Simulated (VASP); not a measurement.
Input:

```xyz
3
Lattice="0.0000 3.2760 3.2760 3.2760 0.0000 3.2760 3.2760 3.2760 0.0000" Properties=species:S:1:pos:R:3 pbc="T T T"
Na     1.6380     1.6380     1.6380
Na     4.9141     4.9141     4.9141
S      0.0000     0.0000     0.0000
```

Computed with PBE GGA, VASP's PBE PAW potentials (set 64) (plane waves; VASP). Settings: 480 eV cut-off, 6×6×6 Γ-centred mesh, Gaussian smearing of 0.050 eV, potentials Na_pv S.

Energy and stress use the plane-wave basis of the starting cell.

**Question.** The ions, cell shape and volume at an external pressure of 2.0 GPa are relaxed. What does this cell relax into?

**Answer.** 
```xyz
3
Lattice="0.0000 3.2176 3.2176 3.2176 0.0000 3.2176 3.2176 3.2176 0.0000" Properties=species:S:1:pos:R:3 pbc="T T T"
Na     1.6088     1.6088     1.6088
Na     4.8264     4.8264     4.8264
S      0.0000     0.0000     0.0000
```
Space group Fm-3m (225), at a tolerance of 0.03 Å.

**Question.** How do energy and volume change from the first to the last step?

**Answer.** The energy (σ→0) changes by +7.9 meV/atom and the volume by -5.3 %, in 3 ionic steps.

| step | E(σ→0) (eV) | max force (eV/Å) | pressure (GPa) | volume (Å³) |
|---|---|---|---|---|
| 1 | -9.9754 | 0.000 | 0.18 | 70.32 |
| 2 | -9.9624 | 0.000 | 1.42 | 67.65 |
| 3 | -9.9516 | 0.000 | 1.97 | 66.62 |

The compound is Na2S in the antifluorite structure. This run relaxes it under an external pressure of 2 GPa. Symmetry was kept, so distortions that lower it aren't found.
